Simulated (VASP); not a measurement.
# NiMoIrPdW (P3m1) in VASP: a series of runs, part 2 of 2

VASP 6.6.1.

## (4) Relaxation of cell and atoms, PBE+D4, collinear spin, ferromagnetic start

The input, INCAR:

```
SYSTEM = NiMoIrPdW
PREC = Accurate
ENCUT = 600
EDIFF = 1E-6
ISMEAR = -1
SIGMA = 0.05
LREAL = .False.
LASPH = .True.
NELM = 100
ALGO = Fast
ISIF = 3
LWAVE = .False.
LCHARG = .False.
ISPIN = 2
MAGMOM = 1 1 0 0.6 0
LORBIT = 11
LMAXMIX = 4
GGA = PE
IVDW = 13
IBRION = 2
NSW = 60
EDIFFG = -0.005
KPAR = 4
```

The input, KPOINTS:

```
regular mesh
0
Gamma
  11 11 3
  0 0 0
```

The input, POSCAR:

```
NiMoIrPdW
1.0
    2.7607800000      0.0000000000      0.0000000000
   -1.3803900000      2.3909000000      0.0000000000
    0.0000000000      0.0000000000     11.3405100000
Ni Mo Pd Ir W
1 1 1 1 1
Direct
    0.0000000000      0.0000000000      0.7091700000
    0.6666700000      0.3333300000      0.2942500000
    0.6666700000      0.3333300000      0.8990100000
    0.0000000000      0.0000000000      0.1060400000
    0.6666700000      0.3333300000      0.5292100000
```

The run is started by

```console
$ cat potpaw_PBE.64/Ni/POTCAR potpaw_PBE.64/Mo_sv/POTCAR potpaw_PBE.64/Pd/POTCAR potpaw_PBE.64/Ir/POTCAR potpaw_PBE.64/W_sv/POTCAR > POTCAR
$ mpirun -np 4 vasp_std > vasp.out
```

Wall time 47 min (4 MPI ranks of Intel Xeon 6975P-C (Granite Rapids), shared host); peak memory 0.79 GiB.

Results (log left out):

* Free energy: -45.4182 eV
* Relaxed volume: 14.60 Å³/atom
* Relaxed cell: a = 2.741 Å, b = 2.741 Å, c = 11.224 Å, α = 90.00°, β = 90.00°, γ = 120.00°
* Space group after relaxing (to 0.05 Å): P3m1 (No. 156)
* Energy gained by relaxing: 7.2 meV/atom
* Ionic steps: 35
* Pressure after relaxing: 0.0 GPa
* Largest force after relaxing: 0.003 eV/Å
* Band gap on the k mesh: none (metal or under the smearing width)
* Net moment: 0.00 μB per cell
* Valence electrons inside the program's atomic spheres: Ni 9.24; Mo 12.61; Pd 9.53; Ir 8.36; W 12.14
* Dispersion energy per atom: -0.634 eV

Forces in eV/Å, atoms in the order of the input:
```
Ni   0.000  0.000 -0.001
Mo   0.000  0.000 -0.002
Pd   0.000  0.000 -0.001
Ir   0.000  0.000  0.003
W    0.000  0.000  0.001
```

Step by step:
```
step  energy change (eV)  largest force (eV/Å)  pressure (GPa)  volume (Å³)
   1              0.0000                0.2426           -5.23        74.86
   2              0.0958                0.4889           13.02        69.69
   3             -0.0314                0.3393            0.24        73.08
   4             -0.0356                0.1116           -0.01        73.01
   5             -0.0358                0.0520           -0.07        73.02
   6             -0.0360                0.0334            0.19        72.97
   7             -0.0360                0.0253            0.17        72.95
   8             -0.0361                0.0117           -0.14        73.07
   9             -0.0362                0.0137           -0.16        73.05
  10             -0.0361                0.0163           -0.12        73.03
  11             -0.0362                0.0122            0.02        73.01
  12             -0.0362                0.0053           -0.02        73.01
  13             -0.0362                0.0068           -0.11        73.01
  14             -0.0361                0.0062            0.28        72.93
  15             -0.0362                0.0058            0.06        73.00
  16             -0.0362                0.0053            0.11        73.00
  17             -0.0362                0.0055            0.15        73.01
  18             -0.0362                0.0058            0.08        73.01
  19             -0.0362                0.0061            0.03        73.01
  20             -0.0362                0.0068           -0.19        73.01
  21             -0.0362                0.0055            0.02        73.01
  22             -0.0362                0.0062           -0.11        73.01
  23             -0.0361                0.0050            0.20        72.94
  24             -0.0362                0.0056            0.28        72.98
  25             -0.0362                0.0059            0.14        73.00
  26             -0.0362                0.0058            0.06        73.01
  27             -0.0362                0.0060            0.06        73.01
  28             -0.0362                0.0059            0.06        73.01
  29             -0.0362                0.0067           -0.14        73.01
  30             -0.0362                0.0055            0.03        73.01
  31             -0.0362                0.0060           -0.01        73.01
  32             -0.0362                0.0060           -0.08        73.01
  33             -0.0362                0.0059            0.00        73.01
  34             -0.0362                0.0010            0.04        73.01
  35             -0.0362                0.0030            0.00        73.01
```

Final structure:
```yaml
crystal:
  lattice:
    - [2.74068, -0.00001, 0.00000]
    - [-1.37035, 2.37349, 0.00000]
    - [-0.00001, 0.00000, 11.22379]
  atoms:
    - { symbol: Ni, position: [0.00000, 0.00000, 0.71007] }
    - { symbol: Mo, position: [0.66667, 0.33333, 0.29523] }
    - { symbol: Pd, position: [0.66667, 0.33333, 0.89940] }
    - { symbol: Ir, position: [0.00000, 0.00000, 0.10421] }
    - { symbol: W, position: [0.66667, 0.33333, 0.52877] }
```

Levels at points of the mesh, in eV from the Fermi level:
Spin up:
| k point | band 24 | band 25 | band 26 | band 27 | band 28 | band 29 | band 30 | band 31 | band 32 | band 33 |
| --- | --- | --- | --- | --- | --- | --- | --- | --- | --- | --- |
| (0.00, 0.00, 0.00) | -1.59 | -1.45 | -1.45 | -0.96 | -0.90 | -0.90 | -0.11 | -0.11 | 0.10 | 0.26 |
Spin down:
| k point | band 25 | band 26 | band 27 | band 28 | band 29 | band 30 | band 31 | band 32 |
| --- | --- | --- | --- | --- | --- | --- | --- | --- |
| (0.00, 0.00, 0.00) | -1.45 | -1.45 | -0.96 | -0.90 | -0.90 | -0.11 | -0.11 | 0.10 |

Caveat: pairwise dispersion overbinds metals, which lowers pressure and volume. The run has no spin-orbit coupling, so splittings on Ir, W are missing.

## (5) Relaxation of cell and atoms, PBE+TS, collinear spin, ferromagnetic start

INCAR, as its differences from that of step 4:

```diff
@@ -18,3 +18,3 @@
 GGA = PE
-IVDW = 13
+IVDW = 2
 IBRION = 2
```

KPOINTS is that of step 4.

POSCAR is that of step 4.

Potentials or basis: VASP PAW PBE potentials, release 64 (Ni, Mo_sv, Pd, Ir, W_sv).

The run is started by

```console
$ cat potpaw_PBE.64/Ni/POTCAR potpaw_PBE.64/Mo_sv/POTCAR potpaw_PBE.64/Pd/POTCAR potpaw_PBE.64/Ir/POTCAR potpaw_PBE.64/W_sv/POTCAR > POTCAR
$ mpirun -np 4 vasp_std > vasp.out
```

OUTCAR:

```text
SYSTEM = NiMoIrPdW
   PREC = Accurate
   ENCUT = 600
   EDIFF = 1E-6
   ISMEAR = -1
   LREAL = .False.
   LASPH = .True.
   NELM = 100
   ISIF = 3
   ISPIN = 2
   LORBIT = 11
   GGA = PE
   IVDW = 2
   IBRION = 2
   NSW = 60
   EDIFFG = -0.005
  IVDW =   2

 ion  position               nearest neighbor table
   1  0.000  0.000  0.709-   5 2.59   5 2.59   5 2.59   3 2.68   3 2.68   3 2.68
   2  0.667  0.333  0.294-   4 2.66   4 2.66   4 2.66   5 2.66
   3  0.667  0.333  0.899-   1 2.68   1 2.68   1 2.68   4 2.84   4 2.84   4 2.84
   4  0.000  0.000  0.106-   2 2.66   2 2.66   2 2.66   3 2.84   3 2.84   3 2.84
   5  0.667  0.333  0.529-   1 2.59   1 2.59   1 2.59   2 2.66

  LATTYP: Found a hexagonal cell.
 ALAT       =     2.7607800000
 C/A-ratio  =     4.1077195575

  Lattice vectors:

 A1 = (   2.7607800000,   0.0000000000,   0.0000000000)
[... 1368 lines left out ...]
  band No.  band energies     occupation
      1     -63.1764      1.00000
      2     -50.3505      1.00000
      3     -27.5446      1.00000
      4     -26.7160      1.00000
      5     -26.7159      1.00000
      6     -24.4646      1.00000
[... 904 lines left out ...]
 [... further k-points ...]

------------------------ aborting loop because EDIFF is reached ----------------------------------------

  Hirshfeld charges:
            ion         q(e)
   ------------------------------
      1     Ni       0.01131125
      2     Mo      -0.00103979
      3     Pd      -0.04295856
      4     Ir       0.02745711
      5     W        0.00523000
[... 34 lines left out ...]
  FREE ENERGIE OF THE ION-ELECTRON SYSTEM (eV)
  ---------------------------------------------------
  free  energy   TOTEN  =       -45.9862704617 eV

  energy  without entropy=      -45.9427565631  energy(sigma->0) =      -45.96451351

 reached required accuracy - stopping structural energy minimisation

 total charge

# of ion       s       p       d       tot
------------------------------------------
    1        0.476   0.460   8.345   9.281
    2        2.382   6.194   4.063  12.640
    3        0.525   0.537   8.514   9.576
    4        0.703   0.693   7.012   8.409
    5        2.444   6.288   3.450  12.182
--------------------------------------------------
tot          6.531  14.172  31.384  52.087

 magnetization (x)

# of ion       s       p       d       tot
------------------------------------------
    1       -0.000   0.000  -0.000  -0.000
    2        0.000   0.000   0.000   0.000
    3        0.000   0.000  -0.000  -0.000
    4       -0.000   0.000  -0.000  -0.000
    5       -0.000  -0.000   0.000   0.000
--------------------------------------------------
tot          0.000   0.000  -0.000  -0.000
```

OSZICAR:

```text
N       E                     dE             d eps       ncg     rms          rms(c)
DAV:   1     0.724024608345E+03    0.72402E+03   -0.32409E+04 14352   0.205E+03
DAV:   2     0.911355879440E+01   -0.71491E+03   -0.69849E+03 14499   0.575E+02
DAV:   3    -0.425676340740E+02   -0.51681E+02   -0.48043E+02 16235   0.158E+02
DAV:   4    -0.460514003731E+02   -0.34838E+01   -0.33196E+01 19810   0.341E+01
[... 349 lines left out ...]
RMM:   3    -0.421823076805E+02    0.46796E-02   -0.20482E-03 14440   0.344E-01    0.124E-01
RMM:   4    -0.421822381565E+02    0.69524E-04   -0.29604E-04 14340   0.122E-01    0.234E-02
RMM:   5    -0.421822434851E+02   -0.53286E-05   -0.91209E-05 13955   0.377E-02    0.889E-03
RMM:   6    -0.421822441306E+02   -0.64547E-06   -0.18032E-05 14579   0.167E-02    0.669E-03
RMM:   7    -0.421822441358E+02   -0.51887E-08   -0.25811E-06  9466   0.722E-03
  30 F= -.45986270E+02 E0= -.45964514E+02  d E =-.644141E-04  mag=    -0.0000
```

CONTCAR:

```text
NiMoIrPdW
   1.00000000000000
     2.7175416275080155   -0.0000025590796486   -0.0000028187304744
    -1.3587730299769099    2.3534534558318958    0.0000028187240299
    -0.0000116607057064    0.0000067322961661   11.2149567639283649
  Ni              Mo              Pd              Ir              W
     1     1     1     1     1
Direct
     0.0000010130672186    0.9999989869327031    0.7105713938258554
     0.6666698820863926    0.3333301179137371    0.2951144102542191
     0.6666689641968992    0.3333310358031876    0.8980296151696464
     0.0000014910125614    0.9999985089872493    0.1036146198234393
     0.6666686496369386    0.3333313503631126    0.5303499609268337

  0.00000000E+00  0.00000000E+00  0.00000000E+00
  0.00000000E+00  0.00000000E+00  0.00000000E+00
  0.00000000E+00  0.00000000E+00  0.00000000E+00
  0.00000000E+00  0.00000000E+00  0.00000000E+00
  0.00000000E+00  0.00000000E+00  0.00000000E+00
```

Run time: 49 min. Hardware: 4 MPI ranks of Intel Xeon 6975P-C (Granite Rapids), shared host; peak memory 0.76 GiB.

Results:

- Free energy: -45.9863 eV
- Relaxed volume: 14.35 Å³/atom
- Relaxed cell: a = 2.718 Å, b = 2.718 Å, c = 11.215 Å, α = 90.00°, β = 90.00°, γ = 120.00°
- Space group after relaxing (to 0.05 Å): P3m1 (No. 156)
- Energy gained by relaxing: 18.5 meV/atom
- Ionic steps: 30
- Pressure after relaxing: 0.0 GPa
- Largest force after relaxing: 0.003 eV/Å
- Band gap on the k mesh: none (metal or under the smearing width)
- Net moment: 0.00 μB per cell
- Valence electrons inside the program's atomic spheres: Ni 9.28; Mo 12.64; Pd 9.58; Ir 8.41; W 12.18
- Hirshfeld charges: Ni +0.01; Mo -0.00; Pd -0.04; Ir +0.03; W +0.01 e
- Dispersion energy per atom: -0.761 eV

Forces in eV/Å, atoms in the order of the input:
```
Ni   0.000  0.000  0.003
Mo   0.000  0.000  0.000
Pd   0.000  0.000  0.001
Ir   0.000  0.000 -0.003
W    0.000  0.000 -0.001
```

Step by step:
| step | energy change (eV) | largest force (eV/Å) | pressure (GPa) | volume (Å³) |
| --- | --- | --- | --- | --- |
| 1 | 0.0000 | 0.2437 | -9.17 | 74.86 |
| 2 | 0.3921 | 1.0322 | 27.09 | 65.95 |
| 3 | -0.0822 | 0.4557 | -0.68 | 72.13 |
| 4 | -0.0823 | 0.4722 | 0.01 | 71.91 |
| 5 | -0.0822 | 0.4755 | 0.07 | 71.85 |
| 6 | 0.0355 | 0.7134 | 12.20 | 68.86 |
| 7 | -0.0819 | 0.4824 | 0.45 | 71.79 |
| 8 | -0.0894 | 0.1385 | 0.35 | 71.62 |
| 9 | -0.0899 | 0.1024 | 0.36 | 71.65 |
| 10 | -0.0899 | 0.1020 | 0.47 | 71.65 |
| 11 | -0.0918 | 0.0752 | -0.87 | 72.00 |
| 12 | -0.0917 | 0.0756 | -0.74 | 71.96 |
| 13 | -0.0917 | 0.0767 | -0.64 | 71.89 |
| 14 | -0.0923 | 0.0474 | -0.35 | 71.84 |
| 15 | -0.0924 | 0.0311 | -0.26 | 71.80 |
| 16 | -0.0922 | 0.0208 | 0.09 | 71.70 |
| 17 | -0.0922 | 0.0225 | 0.11 | 71.71 |
| 18 | -0.0923 | 0.0231 | 0.07 | 71.72 |
| 19 | -0.0924 | 0.0117 | -0.01 | 71.73 |
| 20 | -0.0924 | 0.0118 | -0.01 | 71.73 |
| 21 | -0.0924 | 0.0084 | 0.00 | 71.73 |
| 22 | -0.0924 | 0.0059 | 0.01 | 71.71 |
| 23 | -0.0924 | 0.0075 | 0.10 | 71.71 |
| 24 | -0.0924 | 0.0072 | 0.06 | 71.71 |
| 25 | -0.0924 | 0.0041 | 0.13 | 71.72 |
| 26 | -0.0925 | 0.0058 | -0.01 | 71.75 |
| 27 | -0.0925 | 0.0037 | -0.10 | 71.75 |
| 28 | -0.0925 | 0.0026 | -0.09 | 71.73 |
| 29 | -0.0925 | 0.0028 | -0.04 | 71.73 |
| 30 | -0.0925 | 0.0035 | -0.02 | 71.73 |

Final structure:
```cif
data_structure
_symmetry_space_group_name_H-M 'P 1'
_symmetry_Int_Tables_number 1
_cell_length_a 2.7175
_cell_length_b 2.7175
_cell_length_c 11.2150
_cell_angle_alpha 90.000
_cell_angle_beta 90.000
_cell_angle_gamma 120.000
_cell_volume 71.73
loop_
_atom_site_label
_atom_site_type_symbol
_atom_site_fract_x
_atom_site_fract_y
_atom_site_fract_z
_atom_site_occupancy
Ni1 Ni 0.00000 0.00000 0.71057 1
Mo1 Mo 0.66667 0.33333 0.29511 1
Pd1 Pd 0.66667 0.33333 0.89803 1
Ir1 Ir 0.00000 0.00000 0.10361 1
W1 W 0.66667 0.33333 0.53035 1
```

Caveat: atom-pairwise D2, TS and ULG terms overbind metals; pairwise dispersion overbinds metals, which lowers pressure and volume.

## (6) For comparison

An earlier run on the cell as given: functional PBE; potentials or basis VASP PAW PBE potentials, release 64 (Ni, Mo_sv, Pd, Ir, W_sv); cutoff 520 eV; k mesh 11 × 11 × 3; occupations fermi-dirac, width 0.05 eV; collinear spin, ferromagnetic start; starting moments [1.0, 1.0, 0.0, 0.6, 0.0] μB.

- Pressure: 0.2 GPa
- Largest force: 0.296 eV/Å
- Band gap on the k mesh: none (metal or under the smearing width)
- Net moment: 0.00 μB per cell
- Valence electrons inside the program's atomic spheres: Ni 9.21; Mo 12.56; Pd 9.46; Ir 8.30; W 12.09

## (7) The runs side by side

| task | level | cell | cutoff (eV) | gap on the mesh (eV) | pressure (GPa) | moment (μB) | relaxed volume (Å³/atom) |
| --- | --- | --- | --- | --- | --- | --- | --- |
| relaxation of cell and atoms | PBE+D3 | relaxed | 600 | none | 0.0 | 0.00 | 14.50 |
| relaxation of cell and atoms | PBE+D3(BJ) | relaxed | 600 | none | 0.0 | 0.00 | 14.53 |
| relaxation of cell and atoms | PBE+D4 | relaxed | 600 | none | 0.0 | 0.00 | 14.60 |
| relaxation of cell and atoms | PBE+TS | relaxed | 600 | none | 0.0 | 0.00 | 14.35 |
| single point | PBE | as given | 520 | none | 0.2 | 0.00 | - |

Alike in all rows: potentials or basis VASP PAW PBE potentials, release 64 (Ni, Mo_sv, Pd, Ir, W_sv); spin collinear, ferromagnetic start; k mesh 11 × 11 × 3; smearing fermi-dirac 0.05 eV.

Caveats: pairwise dispersion overbinds metals, which lowers pressure and volume (some runs); atom-pairwise D2, TS and ULG terms overbind metals (some runs).

Absolute energies hang on the potentials; compare differences alone.
